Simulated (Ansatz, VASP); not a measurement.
## HfTeSe: VASP beside Ansatz

One calculation is typed for both programs; each brings its own data sets. How far apart do they land? The structure shown is the start of the Ansatz relaxation below; VASP solves that cell, so the two are compared at the walk's first step.

Main program and level: Ansatz 0.2.0; plane waves, with VASP 6.6.1 beside it; PBEsol.

## 1. The starting structure

The cell holds 3 atoms: 1 Hf, 1 Se and 1 Te. Cell: a = 3.755 Å, b = 3.755 Å, c = 30.000 Å, α = 90.0°, β = 90.0°, γ = 120.0°. Vacuum lies along c.

## 2. Ansatz: relaxation, PBEsol

Ansatz runs on its PAW soft_1 files.

The two programs are compared at the cell with which this relaxation starts, whose forces are those of its first step.

The input, input.yaml:

```yaml
crystal:
  lattice:
    - [3.7547682315, 0.0, 0.0]
    - [-1.8773841158, 3.2517246738, 0.0]
    - [0.0, 0.0, 30.0]
  atoms:
    - { symbol: Hf, position: [0.0, 0.0, 0.3364625827] }
    - { symbol: Se, position: [0.3333333333, 0.6666666667, 0.3858626261] }
    - { symbol: Te, position: [0.6666666667, 0.3333333333, 0.2743414579] }
  periodic: [true, true, false]
kpoints:
  mp_grid: { grid: [12, 12, 1] }
hamiltonian:
  xc: pbesol
  pseudopotentials: { kind: paw, azcp: { folder: soft_1 }, xc_functional: pbe }
scf:
  occupations: { method: methfessel_paxton, width: 0.2 }
output:
  forces: true
  stress: true
  eigenvalues: true
relax:
  adjacent_minimum: "off"
  f_tol: 0.001
  max_steps: 60
```

On the command line:

```console
> ansatz run input.yaml --threads 4 --pin off --max-ram 16384MiB --backend cpu --events-out ev --progress --plain --runs-dir out
```

Numbers of over 12 decimals in the logs are rounded to 6 here.

The program printed:

```text
Warning: output.stress: scf.convergence.dr2_threshold = 1e-9 eV (the default of a walk held to its f_tol) is looser than the 3e-10 eV advised for a printed stress (1e-10 eV for each atom of the cell: 3). What an SCF threshold leaves in a stress goes as its square root, and in the free energy as the threshold itself, and one threshold admits the most on a small cell: [figures from the program's tests cut] Every solve  [...]
Engine: ansatz 0.2.0, x86_64-unknown-linux-gnu
Pseudopotentials: kind: paw
Pseudopotential: Hf, paw, valence charge 26, recommended cutoff 420 eV (normal), soft_1/Hf.paw.azcp
Pseudopotential: Se, paw, valence charge 16, recommended cutoff 420 eV (normal), soft_1/Se.paw.azcp
Pseudopotential: Te, paw, valence charge 16, recommended cutoff 420 eV (normal), soft_1/Te.paw.azcp
Functional definition: PBEsol
  exchange = pbesol_x
  correlation = pbesol_c
Crystal: 3 atoms, lattice volume = 366.284 Å³
Basis set: ecut = 420 eV, 7157 PW (Γ), exchange–correlation on 54×54×432 points (8 copies of the dense FFT grid, shifted against one another)
Bands: 35, of which v1, the nominal top of the filled ones, is band 29 counted from 1 (28 counted from 0)
Symmetry: 6 space group operations
Space group: P3m1 (ITA 156), of the structure as read, at distance tolerance 7.2e-5 Å
k-points: 19 of 144 (time reversal used)
Non-local potential: Hf, projectors of the file, l = 0: 3, l = 1: 2, l = 2: 2, l = 3: 3
Non-local potential: Se, projectors of the file, l = 0: 2, l = 1: 2, l = 2: 3, l = 3: 1
Non-local potential: Te, projectors of the file, l = 0: 2, l = 1: 2, l = 2: 2, l = 3: 1
PAW form: soft (Blöchl's): semilocal exchange-correlation on the pseudo side does not see the compensation charge
PAW frozen core: Hf, regenerated for the run's functional, and the local potential with it (the file was generated under x = pbe(κ = 0.804, μ = 0.219515), c = pbe(β = 0.066725))
PAW frozen core: Se, regenerated for the run's functional, and the local potential with it (the file was generated under x = pbe(κ = 0.804, μ = 0.219515), c = pbe(β = 0.066725))
PAW frozen core: Te, regenerated for the run's functional, and the local potential with it (the file was generated under x = pbe(κ = 0.804, μ = 0.219515), c = pbe(β = 0.066725))
PAW one-centre angular grid: Hf, 590 points (default); XC on 64 Gauss nodes
PAW one-centre angular grid: Se, 590 points (default); XC on 64 Gauss nodes
PAW one-centre angular grid: Te, 590 points (default); XC on 64 Gauss nodes
Initial density: superposition of atomic densities (neutral atoms: chi_scale 0, normalization atom)
Initial wavefunctions: pseudopotential atomic-orbital guess
Functional: x = pbesol(κ = 0.804, μ = 0.123457), c = pbesol(β = 0.046)
iter 1 solved again at ethr=2.18e-3 eV; its pass at ethr=3.10e-3 eV (dr2=1.27e0 eV) is discarded
SCF iter   1: F=—  HF=-27928.100775 eV  |F-HF|=—  |Δ(HF+E_count)|=         —  Δρ=1.55e-2  dr2=1.29e0  ethr=2.18e-3  ⟨swp⟩=1.1  Hψ=4661  notcnv=0
preconditioner: auto → LDOS  [insulator: Δε(μ)=0.180 eV  Ē_g=11.674 eV  σ=0.200 eV  W_gap=0.60  n_scr=48 (ndim 8)  ℏωp=10.6 eV  f_vac=0.758  D(μ)=0.62/eV (n_scr^D=4)  ε∞_Penn≈1.8  β→1.0]
SCF iter   2: F=—  HF=-27928.099372 eV  |F-HF|=—  |Δ(HF+E_count)|=   1.40e-3  S|Δr|=    0.00e0  Δρ=1.15e-2  dr2=1.37e0  ethr=2.18e-3  ⟨swp⟩=4.8  Hψ=1932  notcnv=0  defer=14
SCF iter   3: F=—  HF=-27927.741446 eV  |F-HF|=—  |Δ(HF+E_count)|=   3.58e-1  S|Δr|=    0.00e0  Δρ=2.64e-3  dr2=1.04e-1  ethr=2.18e-3  ⟨swp⟩=4.0  Hψ=1831  notcnv=0  defer=20
SCF iter   4: F=—  HF=-27927.716960 eV  |F-HF|=—  |Δ(HF+E_count)|=   2.45e-2  S|Δr|=    0.00e0  Δρ=8.93e-4  dr2=3.18e-3  ethr=1.80e-4  ⟨swp⟩=3.0  Hψ=1283  notcnv=0  defer=20
SCF iter   5: F=—  HF=-27927.717090 eV  |F-HF|=—  |Δ(HF+E_count)|=   1.29e-4  S|Δr|=    0.00e0  Δρ=2.73e-4  dr2=4.15e-4  ethr=5.48e-6  ⟨swp⟩=3.0  Hψ=1454  notcnv=0  defer=20
SCF iter   6: F=—  HF=-27927.717081 eV  |F-HF|=—  |Δ(HF+E_count)|=   8.56e-6  S|Δr|=    0.00e0  Δρ=1.27e-4  dr2=3.83e-5  ethr=7.15e-7  ⟨swp⟩=2.9  Hψ=1306  notcnv=0  defer=20
[...]
SCF iter   5: F=—  HF=-27927.710066 eV  |F-HF|=—  |Δ(HF+E_count)|=   2.21e-5  S|Δr|=    0.00e0  Δρ=4.33e-5  dr2=7.70e-6  ethr=8.58e-8  ⟨swp⟩=3.1  Hψ=1234  notcnv=0  defer=23
SCF iter   6: F=-27927.710066 eV  HF=-27927.710065 eV  |F-HF|=8.75e-7  |Δ(HF+E_count)|=   7.57e-7  S|Δr|=    0.00e0  Δρ=1.43e-5  dr2=4.41e-7  ethr=4.11e-9  ⟨swp⟩=18.4  Hψ=4160  notcnv=0
SCF 2 converged in 6 iterations: F = -27927.710066 eV  dr2 = 4.41e-7
relax step   2: F+E_penalty+E_count = -27927.71006575 eV  Δ(F+E_penalty+E_count) = +7.103e-3 eV  max|allowed force component| = 3.367e-1 eV/Å  Δτ_max = 0.0532 Å  (6 SCF iters, dr2 threshold 2.38e-6 eV, rejected (line search))
[...]
relax step   3: F+E_penalty+E_count = -27927.72094136 eV  Δ(F+E_penalty+E_count) = -3.773e-3 eV  max|allowed force component| = 1.252e-2 eV/Å  Δτ_max = 0.0196 Å  (7 SCF iters, dr2 threshold 1.00e-7 eV, accepted)
[...]
relax step   4: F+E_penalty+E_count = -27927.72093181 eV  Δ(F+E_penalty+E_count) = +9.551e-6 eV  max|allowed force component| = 2.085e-2 eV/Å  Δτ_max = 0.0015 Å  (5 SCF iters, dr2 threshold 9.80e-9 eV, rejected (line search))
[...]
relax step   5: F+E_penalty+E_count = -27927.72094656 eV  Δ(F+E_penalty+E_count) = -5.200e-6 eV  max|allowed force component| = 1.104e-5 eV/Å  Δτ_max = 0.0005 Å  (5 SCF iters, dr2 threshold 9.80e-9 eV, accepted)
[...]
relax step   6: F+E_penalty+E_count = -27927.72094656 eV  Δ(F+E_penalty+E_count) = +5.457e-11 eV  max|allowed force component| = 1.955e-5 eV/Å  Δτ_max = 0.0000 Å  (2 SCF iters, accepted)
SCF converged after 2 iterations
Stability not checked: this state was not tested for a lower state beside it, because cold or Methfessel-Paxton smearing, or corrected tetrahedra, fill the levels in a way that the test cannot read (fill_not_monotonic; see scf.lower_state_search)
Free energy (F): -27927.720947 eV
Harris-Foulkes:  -27927.720947 eV  (|F-HF|=1.40e-9)
Internal energy: -27927.717273 eV  (E = F + TS)
E sigma→0 (E₀):  -27927.720028 eV
Entropy (-TS):   -0.003674 eV (-1.225 meV/atom)
Fermi energy:    -4.786732 eV
--- Per-component energies (eV) ---
  E_band       = -1691.890209
  E_kinetic    = 691.011037
  E_local      = -159626.430402  (includes V_loc(G=0)·N_el)
  E_nonlocal   = -217.236586
  E_hartree    = 79277.758213
  E_xc         = -470.200135
  E_vxc        = -446.232195  (∫ρ·V_xc dr)
  E_paw        = -14257.002169  (= ΣΔE_a)
  E_vpaw       = -648.512980  (= ΣTr[D̂ρ^β])
  E_aug_tail   = -0.000187  (compensation charges beyond the density's cutoff)
  E_ewald      = 66671.748638
  E_core_change = 2.634319  (= ΣΔE_core)
  E_smearing   = -0.003674  (= −TS)
  E_closure    = -0.000000  (closes the sum)
  Σ components = -27927.720947   (vs F -27927.720947, Δ=0.00e0)
--- Forces (eV/Å), atoms counted from 1 ---
  atom   1  Hf    -0.00000000    -0.00000000    -0.00001031
  atom   2  Se     0.00000000    -0.00000000    -0.00001094
  atom   3  Te    -0.00000000     0.00000000     0.00001870
  max |Σ_I F_I| component: 2.55e-6 eV/Å
--- 2D stress c σ (N/m, compression-positive) ---
        0.568944       0.000000       0.000000
        0.000000       0.568944       0.000000
        0.000000       0.000000       0.000000
  P = ½ c Tr σ = 0.5689 N/m
--- Band table (eV; the first three rows and the last of 19) ---
  k-point 0: bands = [... 25 lower, -7.5175, -6.6842, -4.3573, -4.3573, -3.7704, -3.7704, -3.5684, -1.1892, ... 2 higher]
  k-point 1: bands = [... 25 lower, -7.4973, -6.4610, -5.1893, -4.7492, -3.7691, -3.3634, -3.2293, -1.0506 (-1.0507°), ... 2 higher]
  k-point 2: bands = [... 25 lower, -7.4596, -6.5650, -6.1042, -5.2317, -4.0146, -2.8929, -2.8563, -1.3516 (-1.3516°), ... 2 higher]
  k-point 18: bands = [... 25 lower, -8.7469, -7.6186, -7.5023, -7.1608, -2.9696, -2.6662, -2.6603, -0.6397, ... 2 higher]
  ° read free of the cell's end (the report's vacuum.weakly_bound_levels)
--- Relaxed structure (6 steps of the walk, 4 accepted, 0 SCFs on fresh bases) ---
  F+E_penalty+E_count = -27927.72094656 eV   max|allowed force component| = 1.955e-5 eV/Å
  cell:  # Å, volume = 366.2842 Å³
    - [3.754768, 2.8867559879326776e-11, 0.0]
    - [-1.877384, 3.251725, 0.0]
    - [0.0, 0.0, 30.0]
  atoms:
    - { symbol: Hf, position: [0, 0, 0.336461] }
    - { symbol: Se, position: [0.333333, 0.666667, 0.386512] }
    - { symbol: Te, position: [0.666667, 0.333333, 0.273694] }
```

## 3. VASP: single point, PBEsol, start cell, pair 1

The same cell, functional, mesh and smearing now go to VASP, with its own data sets.

Lines of VASP's logs that name or quote its potential files are left out, and so is its time.

The input, INCAR:

```
SYSTEM = HfTeSe
PREC = Accurate
ENCUT = 400
EDIFF = 1E-06
NELM = 120
ISMEAR = 1
SIGMA = 0.2
LREAL = .FALSE.
ALGO = Normal
GGA = PS
NBANDS = 17
LASPH = .TRUE.
LORBIT = 11
LWAVE = .FALSE.
LCHARG = .FALSE.
ISIF = 2
LDIPOL = .TRUE.
IDIPOL = 3
DIPOL = 0.5 0.5 0.332
LVHAR = .TRUE.
GGA_COMPAT = .FALSE.
NELMDL = -8
KPAR = 2
```

The input, POSCAR:

```
HfTeSe
1.0
    3.7547682315      0.0000000000      0.0000000000
   -1.8773841158      3.2517246738      0.0000000000
    0.0000000000      0.0000000000     30.0000000000
Hf Se Te
1 1 1
Direct
    0.0000000000      0.0000000000      0.3364625667
    0.3333333333      0.6666666667      0.3858626333
    0.6666666667      0.3333333333      0.2743414667
```

The input, KPOINTS:

```
Automatic mesh
0
Gamma
12 12 1
0 0 0
```

PAW data sets: Hf_pv, Se and Te (PBE family, release 64).

On the command line:

```console
> mpirun -np 2 vasp_std
```

The program printed:

```text
[banner, memory and clock lines left out]
running    2 mpi-ranks, on    1 nodes
 distrk:  each k-point on    1 cores,    2 groups
 distr:  one band on    1 cores,    1 groups

 POSCAR found type information on POSCAR HfSeTe
 POSCAR found :  3 types and       3 ions
|                                                                             |
|               ----> ADVICE to this user running VASP <----                  |
|                                                                             |
|     You enforced a specific xc type in the INCAR file but a different       |
|     [... a line on the potential file left out ...]
|     I HOPE YOU KNOW WHAT YOU ARE DOING!                                     |
|                                                                             |

 LDA part: xc-table for (Slater+PW92), standard interpolation
 POSCAR, INCAR and KPOINTS ok, starting setup
 FFT: planning ... GRIDC
 FFT: planning ... GRID_SOFT
 FFT: planning ... GRID
 WAVECAR not read
 entering main loop
       N       E                     dE             d eps       ncg     rms          rms(c)
DAV:   1     0.907028416748E+02    0.90703E+02   -0.80836E+03   830   0.739E+02
DAV:   2    -0.117854156109E+02   -0.10249E+03   -0.10019E+03   844   0.146E+02
DAV:   3    -0.218558645711E+02   -0.10070E+02   -0.10032E+02   945   0.467E+01
DAV:   4    -0.220396526277E+02   -0.18379E+00   -0.18356E+00  1058   0.742E+00
DAV:   5    -0.220407331756E+02   -0.10805E-02   -0.10802E-02   938   0.551E-01
DAV:   6    -0.220407762085E+02   -0.43033E-04   -0.43032E-04  1076   0.783E-02
DAV:   7    -0.220407766012E+02   -0.39266E-06   -0.39243E-06   939   0.736E-03
DAV:   8    -0.220407766099E+02   -0.86732E-08   -0.89856E-08   772   0.111E-03    0.481E+01
DAV:   9    -0.211324023971E+02    0.90837E+00   -0.28197E+00   713   0.752E+00    0.333E+01
DAV:  10    -0.210855381103E+02    0.46864E-01   -0.18877E+00   863   0.688E+00    0.849E+00
DAV:  11    -0.209992934190E+02    0.86245E-01   -0.57712E-01   829   0.369E+00    0.137E+00
DAV:  12    -0.209959946006E+02    0.32988E-02   -0.49082E-02   770   0.111E+00    0.905E-01
DAV:  13    -0.209954788643E+02    0.51574E-03   -0.44988E-03   906   0.366E-01    0.135E-01
DAV:  14    -0.209953065038E+02    0.17236E-03   -0.39606E-04   889   0.939E-02    0.759E-02
[...]
DAV:  20    -0.209960152202E+02   -0.54558E-04   -0.20742E-06   851   0.494E-03    0.276E-03
DAV:  21    -0.209960468199E+02   -0.31600E-04   -0.76764E-07   706   0.298E-03    0.279E-03
DAV:  22    -0.209960578678E+02   -0.11048E-04   -0.10637E-06   722   0.259E-03    0.612E-04
DAV:  23    -0.209960724781E+02   -0.14610E-04   -0.51883E-07   641   0.190E-03    0.776E-04
DAV:  24    -0.209960794847E+02   -0.70066E-05   -0.24438E-07   698   0.122E-03    0.348E-04
DAV:  25    -0.209960813479E+02   -0.18632E-05   -0.27308E-08   711   0.446E-04    0.257E-04
DAV:  26    -0.209960832320E+02   -0.18841E-05   -0.29612E-08   634   0.455E-04    0.128E-04
DAV:  27    -0.209960835501E+02   -0.31816E-06   -0.34466E-09   632   0.167E-04
   1 F= -.20996084E+02 E0= -.20994655E+02  d E =-.428632E-02
```

From OUTCAR (step 3):

```text
ion  position               nearest neighbor table
   1  0.000  0.000  0.336-   2 2.63   2 2.63   2 2.63   3 2.86   3 2.86   3 2.86
   2  0.333  0.667  0.386-   1 2.63   1 2.63   1 2.63
   3  0.667  0.333  0.274-   1 2.86   1 2.86   1 2.86

  LATTYP: Found a hexagonal cell.
 ALAT       =     3.7547682315
 C/A-ratio  =     7.9898406907

 Subroutine GETGRP returns: Found  6 space group operations
 (whereof  6 operations were pure point group operations)

The static configuration has the point symmetry C_3v.

 Found     19 irreducible k-points:

   k-points           NKPTS =     19   k-points in BZ     NKDIM =     19   number of bands    NBANDS=     17

   dimension x,y,z NGX =    24 NGY =   24 NGZ =  196
   dimension x,y,z NGXF=    48 NGYF=   48 NGZF=  392

   ENCUT  =  400.0 eV  29.40 Ry    5.42 a.u.   6.12  6.12 48.92*2*pi/ulx,y,z

   NELECT =      22.0000    total number of electrons

 k-points in reciprocal lattice and weights: Automatic mesh
   0.00000000  0.00000000  0.00000000       0.007
   0.08333333  0.00000000  0.00000000       0.042
   0.16666667  0.00000000  0.00000000       0.042
   0.25000000  0.00000000  0.00000000       0.042
   0.33333333  0.00000000  0.00000000       0.042
   0.41666667  0.00000000  0.00000000       0.042
   0.50000000  0.00000000  0.00000000       0.021
   0.08333333  0.08333333  0.00000000       0.042
   0.16666667  0.08333333  0.00000000       0.083
[...]
0.33333333  0.25000000  0.00000000       0.083
   0.33333333  0.33333333  0.00000000       0.014

 dipolmoment           0.000000      0.000000      0.002033 electrons x Angstroem

 average (electrostatic) potential at core
       1 -45.5547       2 -60.8172       3 -96.4225

 E-fermi :  -2.6826

 k-point     1 :       0.0000    0.0000    0.0000
  band No.  band energies     occupation
    ...
      5     -14.3397      2.00000
      6      -7.7206      2.00000
      7      -5.4960      2.00000
      8      -5.4960      2.00000
      9      -4.5622      2.00000
     10      -2.2769     -0.01457
     11      -2.2769     -0.01457
     12      -1.6932     -0.00000
     13      -1.6932     -0.00000
     14      -1.4236     -0.00000
    ...

 k-point     2 :       0.0833    0.0000    0.0000
  band No.  band energies     occupation
    ...
      7      -5.8000      2.00000
      8      -5.4743      2.00000
      9      -4.3409      2.00000
     10      -3.1123      2.00960
     11      -2.6763      0.94720
     12      -1.6710     -0.00000
     13      -1.2760     -0.00000
     14      -1.0965     -0.00000
     15       1.0835     -0.00000
     16       1.4822      0.00000
    ...

 k-point     3 :       0.1667    0.0000    0.0000
  band No.  band energies     occupation
    ...
      7      -6.2888      2.00000
      8      -5.4317      2.00000
      9      -4.4819      2.00000
     10      -3.9813      2.00000
     11      -3.1645      2.00343
     12      -1.9127     -0.00000
     13      -0.7578     -0.00000
     14      -0.7522     -0.00000
     15       0.7845     -0.00000
     16       1.7191      0.00000
    ...

  Total        0.7346453      0.7346453      0.5745645     -0.0000000      0.0000000      0.0000000
  in kB        3.2134395      3.2134395      2.5132241     -0.0000000      0.0000000      0.0000000
  external PRESSURE =       2.9800344 kB  Pullay stress =       0.0000000 kB

  energy-cutoff  :      400.00
  volume of cell :      366.28
      direct lattice vectors                 reciprocal lattice vectors
     3.754768231  0.000000000  0.000000000     0.266328023  0.153764556  0.000000000
    -1.877384116  3.251724674  0.000000000     0.000000000  0.307529112  0.000000000
     0.000000000  0.000000000 30.000000000     0.000000000  0.000000000  0.033333333

 POSITION                                       TOTAL-FORCE (eV/Angst)
 -----------------------------------------------------------------------------------
      0.00000      0.00000     10.09388         0.000000     -0.000000      0.016301
     -0.00000      2.16782     11.57588         0.000000     -0.000000      0.170024
      1.87738      1.08391      8.23024        -0.000000      0.000000     -0.186326
 -----------------------------------------------------------------------------------
    total drift:                                0.000000     -0.000000      0.000551

  FREE ENERGIE OF THE ION-ELECTRON SYSTEM (eV)
  ---------------------------------------------------
  free  energy   TOTEN  =       -20.9960835501 eV

  energy  without entropy=      -20.9917972346  energy(sigma->0) =      -20.99465478

 vacuum level on the upper side and lower side of the slab         2.123         2.093

 total charge
# of ion       s       p       d       tot
------------------------------------------
    1        0.312   6.467   1.525   8.303
    2        1.460   2.426   0.033   3.919
    3        1.380   2.043   0.037   3.461
--------------------------------------------------
tot          3.152  10.936   1.596  15.683

[... 3 further parts left out ...]
```

The run ends at a pressure of 0.30 GPa, with forces up to 0.19 eV/Å.

## 4. Comparison

Known differences besides the potentials themselves: Ansatz cuts the interaction across the vacuum, VASP repeats the sheet with a dipole correction (LDIPOL); the data sets hold 58 valence electrons in Ansatz (on its PAW soft_1 files) and 22 in VASP; the cutoff is 420 eV in Ansatz and 400 eV in VASP; Ansatz makes its cores anew for this functional, VASP keeps those of its PBE data sets. Total energies have different zeros and are not compared.

Forces (eV/Å; atoms numbered as in POSCAR):

| atom | Ansatz x, y, z | VASP x, y, z |
| --- | --- | --- |
| Hf1 | 0.000, 0.000, 0.001 | 0.000, 0.000, 0.016 |
| Se2 | 0.000, 0.000, 0.195 | 0.000, 0.000, 0.170 |
| Te3 | 0.000, 0.000, -0.195 | 0.000, 0.000, -0.186 |

The forces differ by 10 meV/Å r.m.s., which is 12.0 % of the r.m.s. force of 0.084 eV/Å (both taken over all components). Where the cell holds vacuum, a pressure given here is an average over it and none of the material.

## 5. Ansatz: relaxation, PBEsol

The two programs are compared at the cell with which this relaxation starts, whose forces are those of its first step.

The structure compared here is the start of the Ansatz relaxation; VASP solves that cell, so the two are compared at the walk's first step.

Changes to input.yaml since step 2:

```diff
@@ -2,4 +2,4 @@
   lattice:
-    - [3.7547682315, 0.0, 0.0]
-    - [-1.8773841158, 3.2517246738, 0.0]
+    - [3.8306221352, 0.0, 0.0]
+    - [-1.9153110676, 3.2845703776, 0.0]
     - [0.0, 0.0, 30.0]
```

On the command line:

```console
> ansatz run input.yaml --threads 4 --pin off --max-ram 16384MiB --backend cpu --events-out ev --progress --plain --runs-dir out
```

The program printed:

```text
[...]
Crystal: 3 atoms, lattice volume = 377.458 Å³
Basis set: ecut = 420 eV, 7365 PW (Γ), exchange–correlation on 54×54×432 points (8 copies of the dense FFT grid, shifted against one another)
Bands: 35, of which v1, the nominal top of the filled ones, is band 29 counted from 1 (28 counted from 0)
Symmetry: 2 space group operations
[...]
--- Relaxed structure (5 steps of the walk, 4 accepted, 0 SCFs on fresh bases) ---
  F+E_penalty+E_count = -27927.72334184 eV   max|allowed force component| = 4.830e-4 eV/Å
  cell:  # Å, volume = 377.4584 Å³
    - [3.8306221352, 0.0, 0.0]
    - [-1.9153110676, 3.2845703776, 0.0]
    - [0.0, 0.0, 30.0]
  atoms:
    - { symbol: Hf, position: [-0.000121436, -0.000242872, 0.336467] }
    - { symbol: Se, position: [0.334317, 0.668634, 0.385542] }
    - { symbol: Te, position: [0.665804, 0.331609, 0.274657] }
[key lines of the parts left out:]
SCF converged after 5 iterations
Free energy (F): -27927.723342 eV
Fermi energy:    -4.819791 eV
P = ½ c Tr σ = -0.2903 N/m
```

[end of part 1 of 2]

[Lines on the potential files, build, host, timing and source positions are cut from VASP's logs without a mark.]

[Logs are printed without paths, hosts, clocks, repeated set-up lines and the standing remarks that a program may print on its own settings, such as how far it seeks lower states.]

[Hosts, paths, dates, database ids (printed as entryN), source tags and the programs' standing remarks are cut or masked in the printed files.]
